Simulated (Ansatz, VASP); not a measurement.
# Cross-check of O between VASP and Ansatz, part 3 of 3

Wanted: the spread between two codes on one cell, functional and k mesh. The cell is taken from a series of runs on this material, whose earlier steps may have relaxed, scaled, displaced or heated it; both programs get it as it stands.

VASP 6.6.1 and Ansatz 0.2.0.

So far: Starting point; Ansatz: zone-centre phonons, LDA; VASP: zone-centre phonons, LDA.

## Step 3: VASP: zone-centre phonons, LDA (continued)

Level of this step: LDA; plane waves and PAW (O) (VASP).

Numbers of over 12 decimals in the logs are rounded to 6 here.

From OUTCAR (step 3):

```text
ion  position               nearest neighbor table
   1  0.339  0.685  0.670-   2 1.20
   2  0.661  0.685  0.830-   1 1.20
   3  0.661  0.315  0.330-   4 1.20
   4  0.339  0.315  0.170-   3 1.20

  LATTYP: Found a simple monoclinic cell.
 ALAT       =     2.9435805518
 B/A-ratio  =     1.3293344976
 C/A-ratio  =     1.3548402435
 COS(beta)  =    -0.3668877329

 Subroutine GETGRP returns: Found  4 space group operations
 (whereof  2 operations were pure point group operations)

The static configuration has the point symmetry S_2 .
 The point group associated with its full space group is C_2h.

 Found    210 irreducible k-points:

   k-points           NKPTS =    210   k-points in BZ     NKDIM =    210   number of bands    NBANDS=     18

   dimension x,y,z NGX =    32 NGY =   32 NGZ =   24
   dimension x,y,z NGXF=    64 NGYF=   64 NGZF=   48

   ENCUT  =  600.0 eV  44.10 Ry    6.64 a.u.   7.97  7.82  5.88*2*pi/ulx,y,z

   NELECT =      24.0000    total number of electrons

 k-points in reciprocal lattice and weights: Automatic mesh
   0.00000000  0.00000000  0.00000000       0.002
   0.12500000  0.00000000  0.00000000       0.003
   0.25000000  0.00000000  0.00000000       0.003
   0.37500000  0.00000000 -0.00000000       0.003
   0.50000000  0.00000000  0.00000000       0.002
   0.00000000  0.12500000  0.00000000       0.003
   0.12500000  0.12500000  0.00000000       0.006
   0.25000000  0.12500000  0.00000000       0.006
   0.37500000  0.12500000 -0.00000000       0.006
[...]
0.000000000  3.913003174  0.000000000     0.000000000  0.255558188  0.000000000
    -1.049610976  0.000000000  2.750087865     0.004039099  0.000000000  0.365166326

 POSITION                                       TOTAL-FORCE (eV/Angst)
 -----------------------------------------------------------------------------------
      0.64781      2.68099      1.82720        -1.722635      0.025662     -0.657507
      1.76561      2.68099      2.25383         1.722635      0.025662      0.657507
      2.29041      1.23201      0.87878         1.722635     -0.025662      0.657507
      1.17262      1.23201      0.45215        -1.722635     -0.025662     -0.657507
 -----------------------------------------------------------------------------------
    total drift:                                0.000000     -0.000000     -0.000000

 MACROSCOPIC STATIC DIELECTRIC TENSOR (including local field effects in DFT)
 ------------------------------------------------------
           3.469471     0.000000    -2.820520
           0.000000     4.844239     0.000000
          -2.820521     0.000000     9.786276
 ------------------------------------------------------

 PIEZOELECTRIC TENSOR (including local field effects)  for field in x, y, z        (C/m^2)
          XX          YY          ZZ          XY          YZ          ZX
  --------------------------------------------------------------------------------
  x     0.00000     0.00000     0.00000     0.00000     0.00000     0.00000
  y     0.00000     0.00000     0.00000     0.00000     0.00000     0.00000
  z     0.00000     0.00000     0.00000     0.00000     0.00000     0.00000

 BORN EFFECTIVE CHARGES (including local field effects) (in |e|, cummulative output)
 ---------------------------------------------------------------------------------
 ion    1
    1     0.00000     0.25157     0.00000
    2     1.43061     0.00000     0.54570
    3     0.00000     0.09609     0.00000
 ion    2
    1     0.00000    -0.25157     0.00000
    2    -1.43061     0.00000    -0.54570
    3     0.00000    -0.09609     0.00000
 ion    3
    1     0.00000     0.25157     0.00000
    2     1.43061     0.00000     0.54570
    3     0.00000     0.09609     0.00000
 ion    4
    1     0.00000    -0.25157     0.00000
    2    -1.43061     0.00000    -0.54570
    3     0.00000    -0.09609     0.00000

 Eigenvectors and eigenvalues of the dynamical matrix
 ----------------------------------------------------

   1 f  =   52.705450 THz   331.158111 2PiTHz 1758.064587 cm-1   217.972130 meV
             X         Y         Z           dx          dy          dz
      0.647813  2.680992  1.827196    -0.467130   -0.001160   -0.178292
      1.765608  2.680992  2.253826     0.467130   -0.001160    0.178292
      2.290413  1.232011  0.878782     0.467130    0.001160    0.178292
      1.172618  1.232011  0.452153    -0.467130    0.001160   -0.178292

   2 f  =   47.031012 THz   295.504565 2PiTHz 1568.785705 cm-1   194.504550 meV
             X         Y         Z           dx          dy          dz
      0.647813  2.680992  1.827196    -0.467152    0.000026   -0.178239
      1.765608  2.680992  2.253826     0.467152    0.000026    0.178239
      2.290413  1.232011  0.878782    -0.467152    0.000026   -0.178239
      1.172618  1.232011  0.452153     0.467152    0.000026    0.178239

   3 f  =   21.142996 THz   132.845359 2PiTHz  705.254417 cm-1    87.440364 meV
             X         Y         Z           dx          dy          dz
      0.647813  2.680992  1.827196     0.312294   -0.371803    0.119310
      1.765608  2.680992  2.253826     0.312294    0.371803    0.119310
      2.290413  1.232011  0.878782    -0.312294    0.371803   -0.119310
      1.172618  1.232011  0.452153    -0.312294   -0.371803   -0.119310

   4 f  =   15.243861 THz    95.780005 2PiTHz  508.480480 cm-1    63.043516 meV
             X         Y         Z           dx          dy          dz
      0.647813  2.680992  1.827196     0.178294   -0.000845   -0.467130
      1.765608  2.680992  2.253826    -0.178294   -0.000845    0.467130
      2.290413  1.232011  0.878782    -0.178294    0.000845    0.467130
      1.172618  1.232011  0.452153     0.178294    0.000845   -0.467130

   5 f  =   13.610194 THz    85.515371 2PiTHz  453.987204 cm-1    56.287214 meV
             X         Y         Z           dx          dy          dz
      0.647813  2.680992  1.827196    -0.000783    0.499998   -0.001203
      1.765608  2.680992  2.253826     0.000783    0.499998    0.001203
      2.290413  1.232011  0.878782     0.000783   -0.499998    0.001203
      1.172618  1.232011  0.452153    -0.000783   -0.499998   -0.001203

   6 f  =   12.663854 THz    79.569341 2PiTHz  422.420698 cm-1    52.373468 meV
             X         Y         Z           dx          dy          dz
      0.647813  2.680992  1.827196    -0.000008    0.500000    0.000025
      1.765608  2.680992  2.253826    -0.000008   -0.500000    0.000025
      2.290413  1.232011  0.878782    -0.000008    0.500000    0.000025
      1.172618  1.232011  0.452153    -0.000008   -0.500000    0.000025

   7 f  =   11.431747 THz    71.827783 2PiTHz  381.322023 cm-1    47.277884 meV
             X         Y         Z           dx          dy          dz
      0.647813  2.680992  1.827196     0.177837   -0.000583   -0.467305
      1.765608  2.680992  2.253826     0.177837    0.000583   -0.467305
      2.290413  1.232011  0.878782    -0.177837    0.000583    0.467305
      1.172618  1.232011  0.452153    -0.177837   -0.000583    0.467305

   8 f  =   10.053259 THz    63.166488 2PiTHz  335.340616 cm-1    41.576919 meV
             X         Y         Z           dx          dy          dz
      0.647813  2.680992  1.827196    -0.178239   -0.000027    0.467152
      1.765608  2.680992  2.253826     0.178239   -0.000027   -0.467152
      2.290413  1.232011  0.878782    -0.178239   -0.000027    0.467152
      1.172618  1.232011  0.452153     0.178239   -0.000027   -0.467152

   9 f  =    0.000003 THz     0.000020 2PiTHz    0.000106 cm-1     0.000013 meV
             X         Y         Z           dx          dy          dz
      0.647813  2.680992  1.827196    -0.475385    0.000000   -0.154949
      1.765608  2.680992  2.253826    -0.475385    0.000000   -0.154949
      2.290413  1.232011  0.878782    -0.475385    0.000000   -0.154949
      1.172618  1.232011  0.452153    -0.475385    0.000000   -0.154949

  10 f/i=    0.000670 THz     0.004209 2PiTHz    0.022345 cm-1     0.002770 meV
             X         Y         Z           dx          dy          dz
      0.647813  2.680992  1.827196     0.154949    0.000026   -0.475385
      1.765608  2.680992  2.253826     0.154949   -0.000026   -0.475385
      2.290413  1.232011  0.878782     0.154949    0.000026   -0.475385
      1.172618  1.232011  0.452153     0.154949   -0.000026   -0.475385

  11 f/i=    0.002537 THz     0.015943 2PiTHz    0.084638 cm-1     0.010494 meV
             X         Y         Z           dx          dy          dz
      0.647813  2.680992  1.827196     0.000015    0.500000    0.000034
      1.765608  2.680992  2.253826    -0.000015    0.500000   -0.000034
      2.290413  1.232011  0.878782     0.000015    0.500000    0.000034
      1.172618  1.232011  0.452153    -0.000015    0.500000   -0.000034

  12 f/i=    3.138082 THz    19.717151 2PiTHz  104.675150 cm-1    12.978059 meV
             X         Y         Z           dx          dy          dz
      0.647813  2.680992  1.827196     0.347630    0.334308    0.131876
      1.765608  2.680992  2.253826     0.347630   -0.334308    0.131876
      2.290413  1.232011  0.878782    -0.347630   -0.334308   -0.131876
      1.172618  1.232011  0.452153    -0.347630    0.334308   -0.131876

 MACROSCOPIC STATIC DIELECTRIC TENSOR IONIC CONTRIBUTION
 ------------------------------------------------------
           0.102101    -0.000000     0.039000
          -0.000000     0.274233    -0.000000
           0.039000    -0.000000     0.014897
 ------------------------------------------------------

 ELASTIC MODULI CONTR FROM IONIC RELAXATION (kBar)
 Direction    XX          YY          ZZ          XY          YZ          ZX
 --------------------------------------------------------------------------------
 XX       -7448.8473      1.4834   -661.4917      0.0000      0.0000  -2319.3811
 YY           1.4834   -824.7058   -471.9702      0.0000      0.0000    208.3976
 ZZ        -661.4917   -471.9702   -776.2972      0.0000     -0.0000   -668.3808
 XY          -0.0000      0.0000     -0.0000   -854.2014    -59.1713     -0.0000
 YZ           0.0000      0.0000     -0.0000    -59.1713   -734.9993     -0.0000
 ZX       -2319.3811    208.3976   -668.3808     -0.0000     -0.0000  -1530.4363
 --------------------------------------------------------------------------------

 PIEZOELECTRIC TENSOR IONIC CONTR  for field in x, y, z        (C/m^2)
          XX          YY          ZZ          XY          YZ          ZX
  --------------------------------------------------------------------------------
  x     0.00000     0.00000     0.00000     0.00000     0.00000    -0.00000
  y    -0.00000     0.00000    -0.00000     0.00000     0.00000     0.00000
  z     0.00000     0.00000     0.00000     0.00000     0.00000    -0.00000
```

With a direct gap this small, the dielectric response converges slowly with the mesh, so tensor and charges are uncertain; a mesh that holds the point of the least gap tends to give too large a tensor. With imaginary modes the cell is no minimum, so the ionic parts of its dielectric, piezoelectric and elastic tensors have no meaning.

## Step 4: Side by side

Known differences besides the potentials themselves: the two LDA forms differ slightly; fixed occupations in Ansatz, narrow Gaussian smearing in VASP; VASP's response is taken on the typed mesh, Ansatz refines its own for the field response alone; the cutoff is 420 eV in Ansatz and 600 eV in VASP; VASP's log shows a relativistic correction to its local exchange, Ansatz's none. Total energies have different zeros and are not compared.

Compared:

| quantity | Ansatz | VASP | difference |
| --- | --- | --- | --- |
| ε∞ xx | 3.44 | 3.47 | -0.71 % |
| ε∞ yy | 4.77 | 4.84 | -1.62 % |
| ε∞ zz | 9.60 | 9.79 | -1.93 % |
| Born charge of O1 (mean of the diagonal) (e) | 0.00 | 0.00 | 0.00 |
| optical mode 1 (imaginary, printed as negative) (cm⁻¹) | 107.5 | -104.7 | +212.2 |
| optical mode 2 (cm⁻¹) | 380.4 | 335.3 | +13.42 % |
| optical mode 3 (cm⁻¹) | 405.9 | 381.3 | +6.44 % |
| optical mode 4 (cm⁻¹) | 451.5 | 422.4 | +6.89 % |
| optical mode 5 (cm⁻¹) | 480.5 | 454.0 | +5.85 % |
| optical mode 6 (cm⁻¹) | 558.2 | 508.5 | +9.77 % |
| optical mode 7 (cm⁻¹) | 727.1 | 705.3 | +3.10 % |
| optical mode 8 (cm⁻¹) | 1378.3 | 1568.8 | -12.14 % |
| optical mode 9 (cm⁻¹) | 1598.5 | 1758.1 | -9.08 % |

Modes are paired by rising frequency, not by their patterns, so a pair may set unlike modes beside each other; they are those without the splitting of longitudinal modes.

## Step 5: Outcome

```yaml
r_m_s_difference_of_the_optical_zone_centre_modes_each_program_s_sorted_by_frequency_zone_centre_phonons_lda: 113 cm⁻¹
difference_in_optical_mode_2_zone_centre_phonons_lda: +13.4 %
```

What this shows: The r.m.s. difference of the optical zone-centre modes, each program's sorted by frequency is 113 cm⁻¹ (zone-centre phonons, LDA). Among the rows given in per cent, the largest difference of the zone-centre phonons, LDA pair is in optical mode 2, +13.4 %. What causes the difference of the zone-centre phonons, LDA pair stays open here. How closely two codes agree says nothing of how well the functional describes the real material.

[Lines on the potential files, build, host, timing and source positions are cut from VASP's logs without a mark.]

[Logs are printed without paths, hosts, clocks, repeated set-up lines and the standing remarks that a program may print on its own settings, such as how far it seeks lower states.]

[Hosts, paths, dates, database ids (printed as entryN), source tags and the programs' standing remarks are cut or masked in the printed files.]
